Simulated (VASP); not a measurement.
Write the native input for VASP 6.6.1 that does the following.

- Task: single point
- Functional: r2SCAN
- Potentials or basis: VASP PAW PBE potentials, release 64 (Bi_d, Cr_pv, F)
- Cutoff: 520 eV
- k mesh: 4 × 4 × 4
- Occupations: fermi-dirac, width 0.1 eV
- Spin: no spin polarisation
- Hubbard terms: Cr d U = 5.5 eV
- Dipole correction: no
- Further INCAR settings: ALGO = Normal; EDIFF = 1e-06; NBANDS = 44

The system is CrBiF6.

```
Bi Cr F
1.0
     2.65783    4.60349    0.00000
    -2.65783    4.60349    0.00000
     0.00000   -3.06899    4.85200
Bi Cr F
1 1 6
Direct
  0.50000 0.50000 0.50000
  0.00000 0.00000 0.00000
  0.22000 0.63000 0.77500
  0.92500 0.22000 0.77500
  0.63000 0.92500 0.77500
  0.78000 0.37000 0.22500
  0.07500 0.78000 0.22500
  0.37000 0.07500 0.22500
```

The cell was built by a generator and needn't be a form met in nature.

One way to write it, as run:

POSCAR

```
CrBiF6
1.0
    2.6578253400      4.6034885200      0.0000000000
   -2.6578253400      4.6034885200      0.0000000000
    0.0000000000     -3.0689926800      4.8520002600
Bi Cr F
1 1 6
Direct
    0.5000000000      0.5000000000      0.5000000000
    0.0000000000      0.0000000000      0.0000000000
    0.2200000000      0.6300000000      0.7750000000
    0.9250000000      0.2200000000      0.7750000000
    0.6300000000      0.9250000000      0.7750000000
    0.7800000000      0.3700000000      0.2250000000
    0.0750000000      0.7800000000      0.2250000000
    0.3700000000      0.0750000000      0.2250000000
```

INCAR.step1

```
  ALGO = Normal
  EDIFF = 1E-4
  ENCUT = 520
  GGA = PE
  ISMEAR = -1
  LASPH = True
  LCHARG = False
  LDAU = True
  LDAUJ = 0 0 0
  LDAUL = -1 2 -1
  LDAUTYPE = 2
  LDAUU = 0 5.5 0
  LMAXMIX = 4
  LREAL = False
  LWAVE = True
  NBANDS = 44
  NELM = 150
  PREC = Accurate
  SIGMA = 0.1
```

INCAR.step2

```
  ALGO = Normal
  EDIFF = 1E-6
  ENCUT = 520
  ISIF = 2
  ISMEAR = -1
  ISTART = 1
  LASPH = True
  LCHARG = False
  LDAU = True
  LDAUJ = 0 0 0
  LDAUL = -1 2 -1
  LDAUPRINT = 1
  LDAUTYPE = 2
  LDAUU = 0 5.5 0
  LMAXMIX = 4
  LMIXTAU = True
  LREAL = False
  LWAVE = False
  METAGGA = R2SCAN
  NBANDS = 44
  NELM = 150
  PREC = Accurate
  SIGMA = 0.1
```

KPOINTS

```
k-points
0
Gamma
  4 4 4
```

Potentials or basis: VASP PAW PBE potentials, release 64 (Bi_d, Cr_pv, F).

The run is started by

```console
$ cat potpaw_PBE.64/Bi_d/POTCAR potpaw_PBE.64/Cr_pv/POTCAR potpaw_PBE.64/F/POTCAR > POTCAR
$ cp INCAR.step1 INCAR
$ mpirun -np 1 vasp_std > vasp.out
$ cp INCAR.step2 INCAR
$ mpirun -np 1 vasp_std > vasp.out
```

It gave:

```
Pressure               : 0.6 GPa
Largest force          : 0.761 eV/Å
Band gap on the k mesh : none (metal or under the smearing width)
```

Caveat: the PAW data sets were made with another functional, which shifts forces and pressure a little; spin-orbit coupling is left out, which moves the levels of the heavy elements; an odd number of electrons without spin polarisation forces a metal; a magnetic or distorted state may lie lower; the run has no spin polarisation, though such a crystal can be magnetic; U without spin polarisation on a metal has little footing.

It took 4.5 min on 1 thread of Intel(R) Xeon(R) Platinum 8488C (Sapphire Rapids), with other jobs on the host, peak memory 0.33 GiB.
